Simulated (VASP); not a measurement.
A run of VASP 6.6.1:

File INCAR:

```
SYSTEM = ScIn
PREC     = Accurate       ! precision mode
ENCUT    = 520            ! plane-wave cutoff, eV
EDIFF    = 1E-7           ! SCF threshold, eV
ISMEAR   = -1             ! smearing method
SIGMA    = 0.02           ! smearing width, eV
LREAL    = .FALSE.        ! projectors in reciprocal space
LASPH    = .TRUE.         ! aspherical terms in the spheres
NELM     = 80             ! most SCF steps
ALGO     = Normal         ! electronic algorithm
ISIF     = 2              ! what is computed and relaxed
LWAVE    = .FALSE.        ! write WAVECAR
LCHARG   = .FALSE.        ! write CHGCAR
GGA      = CA             ! functional
NBANDS   = 19             ! bands
```

The input KPOINTS:

```
Automatic mesh
0
G
  7 7 5
  0 0 0
```

Contents of POSCAR:

```
ScIn
1.0
    3.1735007767      0.0000000000      0.0000000000
    0.0000000000      3.1735007767      0.0000000000
    0.0000000000      0.0000000000      4.3503399197
Sc In
1 1
Direct
    0.0000000000      0.0000000000      0.0000000000
    0.5000000000      0.5000000000      0.5000000000
```

Potentials or basis: VASP PAW LDA potentials, release 64 (Sc_sv, In_d).

Launch:

```bash
$ cat potpaw_LDA.64/Sc_sv/POTCAR potpaw_LDA.64/In_d/POTCAR > POTCAR
$ mpirun -np 1 vasp_std > vasp.out
```

Hardware: 1 thread of Intel(R) Xeon(R) Platinum 8488C (Sapphire Rapids), with other jobs on the host.

Q: How long does it take, and how much memory?

A: Wall time 14 s on 1 thread of Intel(R) Xeon(R) Platinum 8488C (Sapphire Rapids), on a shared host, peak memory 0.14 GiB. Counts: scf iterations 13, k points 30.
